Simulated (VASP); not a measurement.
These are optB88-vdW, VASP's PBE PAW potentials (set 64) (plane waves; VASP) values and carry that method's errors.

Input for VASP

POSCAR:
```
CsPbBr3
1
    5.9296278520     0.0000000000     0.0000000000
    0.0000000000     5.9296278520     0.0000000000
    0.0000000000     0.0000000000     5.9296278520
Cs Pb Br
1 1 3
Direct
  0.0000000000   0.0000000000   0.0000000000
  0.5000000000   0.5000000000   0.5000000000
  0.5000000000   0.0000000000   0.5000000000
  0.0000000000   0.5000000000   0.5000000000
  0.5000000000   0.5000000000   0.0000000000
```

**KPOINTS**
```
k-points along high-symmetry lines
15
Line-mode
Reciprocal
  0.000000   0.000000   0.000000 ! GAMMA
  0.000000   0.500000   0.000000 ! X

  0.000000   0.500000   0.000000 ! X
  0.500000   0.500000   0.000000 ! M

  0.500000   0.500000   0.000000 ! M
  0.000000   0.000000   0.000000 ! GAMMA

  0.000000   0.000000   0.000000 ! GAMMA
  0.500000   0.500000   0.500000 ! R

  0.500000   0.500000   0.500000 ! R
  0.000000   0.500000   0.000000 ! X

  0.500000   0.500000   0.500000 ! R
  0.500000   0.500000   0.000000 ! M
```

### INCAR
```
SYSTEM = CsPbBr3
PREC = Accurate; ENCUT = 520; LREAL = .FALSE.
LASPH = .TRUE.; ICHARG = 11
EDIFF = 1E-7; NELM = 100; ALGO = Normal
LMAXMIX = 4
ISMEAR = 0; SIGMA = 0.05
GGA = BO; LUSE_VDW = .TRUE.; AGGAC = 0.0
PARAM1 = 0.1833333333; PARAM2 = 0.22
LWAVE = .FALSE.; LCHARG = .FALSE.; LORBIT = 11
```

POTCAR, in this order: Cs_sv Pb_d Br (PBE.64 set). Program: vasp_std. Read from the step before: CHGCAR.

Output

**OUTCAR**
```
 ion  position               nearest neighbor table
   1  0.000  0.000  0.000-
   2  0.500  0.500  0.500-   3 2.96   4 2.96   5 2.96   5 2.96   3 2.96   4 2.96
   3  0.500  0.000  0.500-   2 2.96   2 2.96
   4  0.000  0.500  0.500-   2 2.96   2 2.96
   5  0.500  0.500  0.000-   2 2.96   2 2.96
  LATTYP: Found a simple cubic cell.
 ALAT       =     5.9296278520
 Subroutine PRICEL returns:
 Original cell was already a primitive cell.
 Subroutine GETGRP returns: Found 48 space group operations
The static configuration has the point symmetry O_h .
The dynamic configuration has the point symmetry O_h .
 Subroutine INISYM returns: Found 48 space group operations
   k-points           NKPTS =     90   k-points in BZ     NKDIM =     90   number of bands    NBANDS=     26
   number of dos      NEDOS =    301   number of ions     NIONS =      5
   total plane-waves  NPLWV = 110592
   dimension x,y,z NGX =    48 NGY =   48 NGZ =   48
   dimension x,y,z NGXF=    96 NGYF=   96 NGZF=   96
   ions per type =               1   1   3
   PREC   = accura    normal or accurate (medium, high low for compatibility)
   ISTART =      0    job   : 0-new  1-cont  2-samecut
   ICHARG =     11    charge: 1-file 2-atom 10-const
   ISPIN  =      1    spin polarized calculation?
   LNONCOLLINEAR =      F non collinear calculations
...
```

File OSZICAR:
```
       N       E                     dE             d eps       ncg     rms          rms(c)
DAV:   1     0.411523898343E+03    0.41152E+03   -0.18827E+04  4680   0.150E+03
DAV:   2     0.452563779527E+02   -0.36627E+03   -0.35855E+03  5782   0.331E+02
DAV:   3    -0.223455612163E+01   -0.47491E+02   -0.46559E+02  5754   0.129E+02
DAV:   4    -0.416209675745E+01   -0.19275E+01   -0.19221E+01  5680   0.330E+01
DAV:   5    -0.423172459729E+01   -0.69628E-01   -0.69551E-01  6154   0.546E+00
DAV:   6    -0.423403012744E+01   -0.23055E-02   -0.23052E-02  6322   0.105E+00
DAV:   7    -0.423411508818E+01   -0.84961E-04   -0.84958E-04  6296   0.157E-01
DAV:   8    -0.423411820860E+01   -0.31204E-05   -0.31203E-05  6760   0.304E-02
DAV:   9    -0.423411828445E+01   -0.75850E-07   -0.75789E-07  4944   0.276E-03
   1 F= -.42341183E+01 E0= -.42341183E+01  d E =-.582873E-13
```

File OUTCAR:
```
 val. band max:        0.7315457569   @ k =   0.5000   0.5000   0.5000

 cond. band min:       2.4252818008   @ k =   0.5000   0.5000   0.5000



 k-point     1 :       0.0000    0.0000    0.0000
  band No.  band energies     occupation
      1     -20.5756      2.00000
      2     -15.9967      2.00000
      3     -15.9967      2.00000
      4     -15.8603      2.00000
      5     -15.8603      2.00000
      6     -15.8603      2.00000
      7     -13.7977      2.00000
      8     -13.1560      2.00000
      9     -13.1560      2.00000
     10      -7.3378      2.00000
     11      -7.3378      2.00000
     12      -7.3378      2.00000
     13      -6.2279      2.00000
     14      -3.2557      2.00000
     15      -3.2557      2.00000
     16      -3.2557      2.00000
     17      -1.1678      2.00000
     18      -1.1678      2.00000
     19      -1.1678      2.00000
     20      -1.0594      2.00000
     21      -1.0594      2.00000
     22      -1.0594      2.00000
     23       3.7757      0.00000
     24       4.9319      0.00000
     25       4.9319      0.00000
     26       5.7839      0.00000

 k-point     2 :       0.0000    0.0357    0.0000
  band No.  band energies     occupation
      1     -20.5756      2.00000
      2     -15.9967      2.00000
      3     -15.9961      2.00000
      4     -15.8603      2.00000
      5     -15.8603      2.00000
      6     -15.8603      2.00000
      7     -13.7964      2.00000
      8     -13.1585      2.00000
      9     -13.1560      2.00000
     10      -7.3377      2.00000
     11      -7.3376      2.00000
     12      -7.3376      2.00000
     13      -6.2398      2.00000
     14      -3.2547      2.00000
     15      -3.2547      2.00000
     16      -3.2321      2.00000
     17      -1.1695      2.00000
     18      -1.1692      2.00000
     19      -1.1692      2.00000
     20      -1.0609      2.00000
     21      -1.0609      2.00000
     22      -1.0609      2.00000
     23       3.7885      0.00000
...
```

The density is held fixed in this step, so its total energy and stress have no physical meaning. Unless said otherwise, spin-orbit coupling is left out, though it shifts the bands of the heavy elements here.

The compound is CsPbBr3 in the cubic perovskite structure, the ideal cubic form; the compound distorts at low or room temperature. It was relaxed first.
